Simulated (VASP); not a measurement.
Here is the system:

```xyz
2
Lattice="0.0000 1.7843 1.7843 1.7843 0.0000 1.7843 1.7843 1.7843 0.0000" Properties=species:S:1:pos:R:3 pbc="T T T"
C      0.0000     0.0000     0.0000
C      0.8921     0.8921     0.8921
```

Level of theory: vdW-DF-cx, VASP's PBE PAW potentials (set 64) (plane waves; VASP). Numerical set-up: 520 eV cut-off, 14×14×14 Γ-centred mesh, tetrahedra with Blöchl corrections, potentials C.

**Question.** Tabulate the total density of states (states/eV per cell) against energy (eV; zero at the valence-band maximum or, without a gap, the Fermi level).

**Answer.** 
(E (eV), DOS (states/eV)): (-9.92, 0.28); (-9.68, 0.26); (-9.32, 0.26); (-9.08, 0.37); (-8.72, 0.49); (-8.48, 0.59); (-8.12, 0.51); (-7.88, 0.51); (-7.52, 0.53); (-7.28, 0.55); (-6.92, 0.60); (-6.68, 0.66); (-6.44, 0.73); (-6.08, 0.77); (-5.84, 0.79); (-5.48, 0.77); (-5.24, 0.74); (-4.88, 0.73); (-4.64, 0.72); (-4.28, 0.70); (-4.04, 0.70); (-3.68, 0.67); (-3.44, 0.66); (-3.08, 0.64); (-2.84, 0.58); (-2.60, 0.45); (-2.24, 0.35); (-2.00, 0.30); (-1.64, 0.24); (-1.40, 0.20); (-1.04, 0.16); (-0.80, 0.13); (-0.44, 0.08); (-0.20, 0.03); (0.16, 0.00); (0.40, 0.00); (0.64, 0.00); (1.00, 0.00); (1.24, 0.00); (1.60, 0.00); (1.84, 0.00); (2.20, 0.00); (2.44, 0.00); (2.80, 0.00); (3.04, 0.00); (3.40, 0.00); (3.64, 0.00); (4.00, 0.00); (4.24, 0.02); (4.48, 0.10); (4.84, 0.20); (5.08, 0.25); (5.44, 0.36); (5.68, 0.44); (6.04, 0.48); (6.28, 0.52); (6.64, 0.57); (6.88, 0.61); (7.24, 0.70); (7.48, 0.78)
Within 2 eV below the valence-band maximum the largest weight inside VASP's projection spheres is C p.

The compound is C in the diamond structure. It was relaxed first.
